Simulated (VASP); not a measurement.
# GaP: what each functional gives for the gap, part 3 of 3

Aim: the gap of GaP on one structure at many levels of theory. The starting structure is a measured crystal structure from the Crystallography Open Database. Cell and atoms stay as given. Meshes and data sets differ where the inputs say so.

VASP 6.6.1.

Results so far: LDA 1.445 eV; PBE 1.595 eV; r2SCAN 1.858 eV; TB-mBJ 2.387 eV; LDA + spin-orbit coupling 1.411 eV; r2SCAN + spin-orbit coupling 1.828 eV; TB-mBJ + spin-orbit coupling 2.364 eV.

### 9. Bands with HSE06

Level of this step: HSE06; plane waves and PAW (Ga_d, P) (VASP).

HSE06 mixes in a quarter of exact exchange at short range, at far higher cost; in semiconductors this cures much of the gap error, while metals seldom gain. This run uses a 5×5×5 mesh. Its starting orbitals come from a semilocal run on the same mesh, not shown.

File INCAR:

```
SYSTEM = GaP
PREC = Accurate
ENCUT = 350
EDIFF = 1E-06
NELM = 100
ISMEAR = 0
SIGMA = 0.03
LREAL = .FALSE.
ALGO = Normal
LHFCALC = .TRUE.
AEXX = 0.25
GGA = PE
HFSCREEN = 0.2
LASPH = .TRUE.
NBANDS = 15
PRECFOCK = Fast
LORBIT = 11
LWAVE = .FALSE.
LCHARG = .FALSE.
KPAR = 4
```

File POSCAR:

```
GaP
1.0
    0.0000000000      2.7252500000      2.7252500000
    2.7252500000      0.0000000000      2.7252500000
    2.7252500000      2.7252500000      0.0000000000
Ga P
1 1
Direct
    0.0000000000      0.0000000000      0.0000000000
    0.7500000000      0.7500000000      0.7500000000
```

File KPOINTS:

```
Automatic mesh
0
Gamma
5 5 5
0 0 0
```

File KPOINTS_OPT:

```
Line mode
10
Line-mode
Reciprocal
  0.00000000   0.00000000   0.00000000 GAMMA
  0.50000000   0.00000000   0.50000000 X

  0.50000000   0.00000000   0.50000000 X
  0.50000000   0.25000000   0.75000000 W

  0.50000000   0.25000000   0.75000000 W
  0.37500000   0.37500000   0.75000000 K

  0.37500000   0.37500000   0.75000000 K
  0.00000000   0.00000000   0.00000000 GAMMA

  0.00000000   0.00000000   0.00000000 GAMMA
  0.50000000   0.50000000   0.50000000 L

  0.50000000   0.50000000   0.50000000 L
  0.62500000   0.25000000   0.62500000 U

  0.62500000   0.25000000   0.62500000 U
  0.50000000   0.25000000   0.75000000 W

  0.50000000   0.25000000   0.75000000 W
  0.50000000   0.50000000   0.50000000 L

  0.50000000   0.50000000   0.50000000 L
  0.37500000   0.37500000   0.75000000 K

  0.62500000   0.25000000   0.62500000 U
  0.50000000   0.00000000   0.50000000 X
```

The projector-augmented-wave data sets are Ga_d and P (PBE family, release 64).

Command:

```console
> mpirun -np 4 vasp_std
```

Numbers of over 12 decimals in the logs are rounded to 6 here.

Log:

```text
[banner, memory and clock lines left out]
running    4 mpi-ranks, on    1 nodes
[...]
LDA part: xc-table for (Slater+PW92), standard interpolation
 found WAVECAR, reading the header
 POSCAR, INCAR and KPOINTS ok, starting setup
[...]
reading WAVECAR
 the WAVECAR file was read successfully
 initial charge from wavefunction
 entering main loop
       N       E                     dE             d eps       ncg     rms          rms(c)
DAV:   1    -0.107962079782E+02   -0.10796E+02   -0.12414E+00   442   0.214E+01    0.267E+00
DAV:   2    -0.107863971782E+02    0.98108E-02   -0.68962E-02   427   0.425E+00    0.180E+00
DAV:   3    -0.107814799274E+02    0.49173E-02   -0.93965E-03   384   0.175E+00    0.104E+00
DAV:   4    -0.107805683811E+02    0.91155E-03   -0.19638E-03   384   0.501E-01    0.584E-01
[...]
DAV:   8    -0.107803050426E+02    0.73241E-05   -0.33867E-06   349   0.135E-02    0.547E-02
DAV:   9    -0.107803026141E+02    0.24285E-05   -0.11189E-06   263   0.716E-03    0.293E-02
DAV:  10    -0.107803017792E+02    0.83497E-06   -0.55336E-07   206   0.539E-03
   1 F= -.10780302E+02 E0= -.10780302E+02  d E =-.183413E-23
 Start KPOINTS_OPT (optional k-point list driver)
k-point batch [1-10\100]
       N       E                     dE             ncg
DAV:   1    -0.306418552884E+03   -0.35053E+04      300
DAV:   2    -0.125827122485E+04   -0.95185E+03      342
DAV:   3    -0.133166530281E+04   -0.73394E+02      370
DAV:   4    -0.133333689005E+04   -0.16716E+01      400
DAV:   5    -0.133336011022E+04   -0.23220E-01      414
DAV:   6    -0.133336073091E+04   -0.62069E-03      454
DAV:   7    -0.133336073843E+04   -0.75199E-05      359
DAV:   8    -0.133336073868E+04   -0.24833E-06      333
[...]
k-point batch [91-100\100]
       N       E                     dE             ncg
DAV:   1    -0.489921999767E+03   -0.61232E+04      300
DAV:   2    -0.136679588647E+04   -0.87687E+03      335
DAV:   3    -0.142481085906E+04   -0.58015E+02      384
DAV:   4    -0.142595417267E+04   -0.11433E+01      384
DAV:   5    -0.142597404699E+04   -0.19874E-01      405
DAV:   6    -0.142597498855E+04   -0.94156E-03      485
DAV:   7    -0.142597499979E+04   -0.11239E-04      405
DAV:   8    -0.142597499986E+04   -0.66359E-07      339
```

The job ended after 3 min (4 MPI ranks of Intel Xeon 6975P-C (Granite Rapids), shared host; peak memory 1 GiB; 12 min of CPU time).

OUTCAR, selected parts (step 9):

```text
 POSITION                                       TOTAL-FORCE (eV/Angst)
 -----------------------------------------------------------------------------------
      0.00000      0.00000      0.00000         0.000000      0.000000      0.000000
      4.08788      4.08788      4.08788        -0.000000     -0.000000     -0.000000
 -----------------------------------------------------------------------------------
    total drift:                               -0.000062     -0.000033     -0.000035

  FREE ENERGIE OF THE ION-ELECTRON SYSTEM (eV)
  ---------------------------------------------------
  free  energy   TOTEN  =       -10.7803017792 eV

  energy  without entropy=      -10.7803017792  energy(sigma->0) =      -10.78030178

[... 1 part as in an earlier step ...]

[... 2 further parts left out ...]
[key lines of the parts left out:]
E-fermi :   4.4141
```

HSE06 gives a least gap of 2.284 eV, and a least direct gap of 2.826 eV. The least gap is +0.838 eV from that of LDA, on another mesh, which alone can move a gap by some hundredths of an eV.

### 10. Bands with PBE0

PBE0 keeps a quarter of exact exchange at all ranges; it tends to overshoot small gaps. This run uses a 5×5×5 mesh. It starts from the orbitals of an earlier run, not shown.

INCAR, as its differences from that of step 9:

```diff
@@ -12,3 +12,2 @@
 GGA = PE
-HFSCREEN = 0.2
 LASPH = .TRUE.
@@ -16,2 +15,3 @@
 PRECFOCK = Fast
+HFRCUT = -1
 LORBIT = 11
```

POSCAR is that of step 9.

KPOINTS is that of step 9.

KPOINTS_OPT is that of step 9.

Command:

```console
> mpirun -np 4 vasp_std
```

Log:

```text
[banner, memory and clock lines left out]
running    4 mpi-ranks, on    1 nodes
[...]
LDA part: xc-table for (Slater+PW92), standard interpolation
 found WAVECAR, reading the header
 POSCAR, INCAR and KPOINTS ok, starting setup
[...]
HFRCUT set to (new)   10.650177
 reading WAVECAR
 the WAVECAR file was read successfully
 initial charge from wavefunction
 entering main loop
       N       E                     dE             d eps       ncg     rms          rms(c)
DAV:   1    -0.116521030443E+02   -0.11652E+02   -0.11825E+00   442   0.208E+01    0.264E+00
DAV:   2    -0.116489797728E+02    0.31233E-02   -0.65730E-02   420   0.392E+00    0.182E+00
DAV:   3    -0.116441303769E+02    0.48494E-02   -0.94722E-03   391   0.175E+00    0.106E+00
DAV:   4    -0.116430951522E+02    0.10352E-02   -0.19908E-03   377   0.517E-01    0.598E-01
[...]
DAV:   9    -0.116428127715E+02    0.30247E-05   -0.13343E-06   303   0.723E-03    0.298E-02
DAV:  10    -0.116428117193E+02    0.10522E-05   -0.48678E-07   178   0.491E-03    0.155E-02
DAV:  11    -0.116428113219E+02    0.39740E-06   -0.21651E-07   157   0.357E-03
   1 F= -.11642811E+02 E0= -.11642811E+02  d E =-.199124E-15
 Start KPOINTS_OPT (optional k-point list driver)
k-point batch [1-10\100]
       N       E                     dE             ncg
DAV:   1    -0.344937212454E+03   -0.35438E+04      300
DAV:   2    -0.132675463531E+04   -0.98182E+03      342
DAV:   3    -0.140163656153E+04   -0.74882E+02      377
DAV:   4    -0.140329372636E+04   -0.16572E+01      385
DAV:   5    -0.140331807637E+04   -0.24350E-01      414
DAV:   6    -0.140331875663E+04   -0.68026E-03      438
DAV:   7    -0.140331876759E+04   -0.10962E-04      376
DAV:   8    -0.140331876780E+04   -0.20783E-06      325
[...]
k-point batch [91-100\100]
       N       E                     dE             ncg
DAV:   1    -0.538884090732E+03   -0.61721E+04      300
DAV:   2    -0.143666682664E+04   -0.89778E+03      321
DAV:   3    -0.149609702037E+04   -0.59430E+02      384
DAV:   4    -0.149728344471E+04   -0.11864E+01      398
DAV:   5    -0.149730394936E+04   -0.20505E-01      405
DAV:   6    -0.149730492108E+04   -0.97171E-03      485
DAV:   7    -0.149730493194E+04   -0.10867E-04      412
DAV:   8    -0.149730493201E+04   -0.65510E-07      346
```

It took 2.8 min on 4 MPI ranks; peak memory 0.67 GiB; 11 min of CPU time.

OUTCAR, selected parts (step 10):

```text
 POSITION                                       TOTAL-FORCE (eV/Angst)
 -----------------------------------------------------------------------------------
      0.00000      0.00000      0.00000         0.000000      0.000000      0.000000
      4.08788      4.08788      4.08788        -0.000000     -0.000000     -0.000000
 -----------------------------------------------------------------------------------
    total drift:                               -0.000039     -0.000024     -0.000023

  FREE ENERGIE OF THE ION-ELECTRON SYSTEM (eV)
  ---------------------------------------------------
  free  energy   TOTEN  =       -11.6428113219 eV

  energy  without entropy=      -11.6428113219  energy(sigma->0) =      -11.64281132

[... 2 parts as in an earlier step ...]

[... 1 further part left out ...]
[key lines of the parts left out:]
E-fermi :   4.0218
```

PBE0 gives a least gap of 2.958 eV, and a least direct gap of 3.486 eV. The least gap is +1.512 eV from that of LDA, on another mesh, which alone can move a gap by some hundredths of an eV.

### 11. All runs side by side

```
                       level  gap (eV)  least direct gap (eV)   mesh  core minutes
                         LDA     1.445                  1.636  8×8×8         0.253
                         PBE     1.595                  1.823  8×8×8         0.267
                      r2SCAN     1.858                  2.345  8×8×8         0.853
                      TB-mBJ     2.387                  2.953  8×8×8          1.03
   LDA + spin-orbit coupling     1.411                  1.605  6×6×6         0.813
r2SCAN + spin-orbit coupling     1.828                  2.317  6×6×6           3.2
TB-mBJ + spin-orbit coupling     2.364                  2.932  6×6×6          2.33
                       HSE06     2.284                  2.826  5×5×5          11.9
                        PBE0     2.958                  3.486  5×5×5          11.2
```

Core minutes are wall time times ranks of the run shown, on a shared host.

### 12. Summary of results

```
gap, LDA                          : 1.445 eV
gap, PBE                          : 1.595 eV
gap, r2SCAN                       : 1.858 eV
gap, TB-mBJ                       : 2.387 eV
gap, LDA + spin-orbit coupling    : 1.411 eV
gap, r2SCAN + spin-orbit coupling : 1.828 eV
gap, TB-mBJ + spin-orbit coupling : 2.364 eV
gap, HSE06                        : 2.284 eV
gap, PBE0                         : 2.958 eV
```

In words: Without spin-orbit coupling the gap of GaP runs from 1.445 eV (LDA) to 2.958 eV (PBE0). HSE06 gives +0.69 eV from PBE, on another mesh, which alone can move a gap by some hundredths of an eV. TB-mBJ lies +0.10 eV from HSE06, on another mesh, which alone can move a gap by some hundredths of an eV. Spin-orbit coupling changes the LDA gap by -0.034 eV, on another mesh, which alone can move a gap by some hundredths of an eV (LASPH differs too). Spin-orbit coupling changes the r2SCAN gap by -0.030 eV, on another mesh, which alone can move a gap by some hundredths of an eV. Spin-orbit coupling changes the TB-mBJ gap by -0.023 eV, on another mesh, which alone can move a gap by some hundredths of an eV. LASPH is on in some of these runs and off in others, which adds a little to the differences. These are gaps between Kohn-Sham or generalised Kohn-Sham levels of a static lattice, without excitons or temperature. Further runs on this material are not shown.

[Lines on the potential files, build, host, timing and source positions are cut from VASP's logs without a mark.]

[Logs are printed without paths, hosts, clocks, repeated set-up lines and the standing remarks that a program may print on its own settings, such as how far it seeks lower states.]

[Hosts, paths, dates, database ids (printed as entryN), source tags and the programs' standing remarks are cut or masked in the printed files.]
